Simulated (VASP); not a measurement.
```yaml
crystal:
  lattice:
    - [12.44950, 0.00000, 0.00000]
    - [0.00000, 12.44950, 0.00000]
    - [0.00000, 0.00000, 12.44950]
  atoms:
    - { symbol: Ga, position: [0.50000, 0.00000, 0.00000] }
    - { symbol: Ga, position: [0.75000, 0.25000, 0.00000] }
    - { symbol: Ga, position: [0.75000, 0.00000, 0.25000] }
    - { symbol: Ga, position: [0.00000, 0.00000, 0.00000] }
    - { symbol: Ga, position: [0.25000, 0.25000, 0.00000] }
    - { symbol: Ga, position: [0.50000, 0.50000, 0.00000] }
    - { symbol: Ga, position: [0.75000, 0.75000, 0.00000] }
    - { symbol: Ga, position: [0.25000, 0.00000, 0.25000] }
    - { symbol: Ga, position: [0.50000, 0.25000, 0.25000] }
    - { symbol: Ga, position: [0.75000, 0.50000, 0.25000] }
    - { symbol: Ga, position: [0.50000, 0.00000, 0.50000] }
    - { symbol: Ga, position: [0.75000, 0.25000, 0.50000] }
    - { symbol: Ga, position: [0.75000, 0.00000, 0.75000] }
    - { symbol: Ga, position: [0.00000, 0.50000, 0.00000] }
    - { symbol: Ga, position: [0.25000, 0.75000, 0.00000] }
    - { symbol: Ga, position: [0.00000, 0.25000, 0.25000] }
    - { symbol: Ga, position: [0.25000, 0.50000, 0.25000] }
    - { symbol: Ga, position: [0.50000, 0.75000, 0.25000] }
    - { symbol: Ga, position: [0.00000, 0.00000, 0.50000] }
    - { symbol: Ga, position: [0.25000, 0.25000, 0.50000] }
    - { symbol: Ga, position: [0.50000, 0.50000, 0.50000] }
    - { symbol: Ga, position: [0.75000, 0.75000, 0.50000] }
    - { symbol: Ga, position: [0.25000, 0.00000, 0.75000] }
    - { symbol: Ga, position: [0.50000, 0.25000, 0.75000] }
    - { symbol: Ga, position: [0.75000, 0.50000, 0.75000] }
    - { symbol: Ga, position: [0.00000, 0.75000, 0.25000] }
    - { symbol: Ga, position: [0.00000, 0.50000, 0.50000] }
    - { symbol: Ga, position: [0.25000, 0.75000, 0.50000] }
    - { symbol: Ga, position: [0.00000, 0.25000, 0.75000] }
    - { symbol: Ga, position: [0.25000, 0.50000, 0.75000] }
    - { symbol: Ga, position: [0.50000, 0.75000, 0.75000] }
    - { symbol: Ga, position: [0.00000, 0.75000, 0.75000] }
    - { symbol: Sb, position: [0.62500, 0.12500, 0.12500] }
    - { symbol: Sb, position: [0.87500, 0.37500, 0.12500] }
    - { symbol: Sb, position: [0.87500, 0.12500, 0.37500] }
    - { symbol: Sb, position: [0.12500, 0.12500, 0.12500] }
    - { symbol: Sb, position: [0.37500, 0.37500, 0.12500] }
    - { symbol: Sb, position: [0.62500, 0.62500, 0.12500] }
    - { symbol: Sb, position: [0.87500, 0.87500, 0.12500] }
    - { symbol: Sb, position: [0.37500, 0.12500, 0.37500] }
    - { symbol: Sb, position: [0.62500, 0.37500, 0.37500] }
    - { symbol: Sb, position: [0.87500, 0.62500, 0.37500] }
    - { symbol: Sb, position: [0.62500, 0.12500, 0.62500] }
    - { symbol: Sb, position: [0.87500, 0.37500, 0.62500] }
    - { symbol: Sb, position: [0.87500, 0.12500, 0.87500] }
    - { symbol: Sb, position: [0.12500, 0.62500, 0.12500] }
    - { symbol: Sb, position: [0.37500, 0.87500, 0.12500] }
    - { symbol: Sb, position: [0.12500, 0.37500, 0.37500] }
    - { symbol: Sb, position: [0.37500, 0.62500, 0.37500] }
    - { symbol: Sb, position: [0.62500, 0.87500, 0.37500] }
    - { symbol: Sb, position: [0.12500, 0.12500, 0.62500] }
    - { symbol: Sb, position: [0.37500, 0.37500, 0.62500] }
    - { symbol: Sb, position: [0.62500, 0.62500, 0.62500] }
    - { symbol: Sb, position: [0.87500, 0.87500, 0.62500] }
    - { symbol: Sb, position: [0.37500, 0.12500, 0.87500] }
    - { symbol: Sb, position: [0.62500, 0.37500, 0.87500] }
    - { symbol: Sb, position: [0.87500, 0.62500, 0.87500] }
    - { symbol: Sb, position: [0.12500, 0.87500, 0.37500] }
    - { symbol: Sb, position: [0.12500, 0.62500, 0.62500] }
    - { symbol: Sb, position: [0.37500, 0.87500, 0.62500] }
    - { symbol: Sb, position: [0.12500, 0.37500, 0.87500] }
    - { symbol: Sb, position: [0.37500, 0.62500, 0.87500] }
    - { symbol: Sb, position: [0.62500, 0.87500, 0.87500] }
    - { symbol: Sb, position: [0.12500, 0.87500, 0.87500] }
```

All values below come from PBE GGA, VASP's PBE PAW potentials (set 64) (plane waves; VASP). Run with PREC = Normal, LREAL = Auto, 400 eV cut-off, 1×1×1 Γ-centred mesh, Gaussian smearing of 0.050 eV, potentials Ga Sb.

The supercell is sampled at Γ alone, which is coarse: total energies, pressure and levels can be off, energies of defects by several tenths of an eV.

Q: Give the stress tensor in GPa (positive for a compressed cell).

A: 
```
1.16  0.00  0.00
0.00  1.16  0.00
0.00  0.00  1.16
```
The pressure is its mean diagonal, 1.16 GPa.

The cell is a supercell, built from GaSb (zinc blende).
